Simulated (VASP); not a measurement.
Given:

```yaml
crystal:
  lattice:
    - [1.45713, -2.52383, 0.00000]
    - [1.45713, 2.52383, 0.00000]
    - [0.00000, 0.00000, 5.39538]
  atoms:
    - { symbol: Cd, position: [0.33333, 0.66667, 0.25000] }
    - { symbol: Cd, position: [0.66667, 0.33333, 0.75000] }
```

All values below come from LDA (Ceperley-Alder, Perdew-Zunger) with spin-orbit coupling, VASP's LDA PAW potentials (set 64) (plane waves; VASP 6.6.1). Run with 400 eV cut-off, 13×13×6 Γ-centred mesh, Gaussian smearing of 0.050 eV, potentials Cd.

Task: Give the energies of bands 21 to 31 at the high-symmetry points, in eV from the Fermi level.

Result: 
```json
[
 {"band": "21", "Γ": "-8.29", "M": "-2.64", "K": "-0.08", "A": "-7.82", "L": "-1.82", "H": "0.88"},
 {"band": "22", "Γ": "-8.29", "M": "-2.64", "K": "-0.08", "A": "-7.82", "L": "-1.82", "H": "0.88"},
 {"band": "23", "Γ": "-3.37", "M": "-1.97", "K": "0.01", "A": "-7.82", "L": "-1.82", "H": "1.04"},
 {"band": "24", "Γ": "-3.37", "M": "-1.97", "K": "0.01", "A": "-7.82", "L": "-1.82", "H": "1.04"},
 {"band": "25", "Γ": "-2.78", "M": "2.17", "K": "0.30", "A": "4.26", "L": "0.21", "H": "1.70"},
 {"band": "26", "Γ": "-2.78", "M": "2.17", "K": "0.30", "A": "4.26", "L": "0.21", "H": "1.70"},
 {"band": "27", "Γ": "11.51", "M": "3.12", "K": "4.63", "A": "4.26", "L": "0.21", "H": "1.72"},
 {"band": "28", "Γ": "11.51", "M": "3.12", "K": "4.63", "A": "4.26", "L": "0.21", "H": "1.72"},
 {"band": "29", "Γ": "14.74", "M": "3.66", "K": "5.21", "A": "15.07", "L": "8.64", "H": "1.81"},
 {"band": "30", "Γ": "14.74", "M": "3.66", "K": "5.21", "A": "15.07", "L": "8.64", "H": "1.81"},
 {"band": "31", "Γ": "15.12", "M": "5.61", "K": "5.47", "A": "15.07", "L": "8.64", "H": "2.01"}
]
```

It has no gap at this level: it comes out as a metal or semimetal.

The compound is Cd in the hcp structure. It was relaxed first, which changed the volume by -8 %.
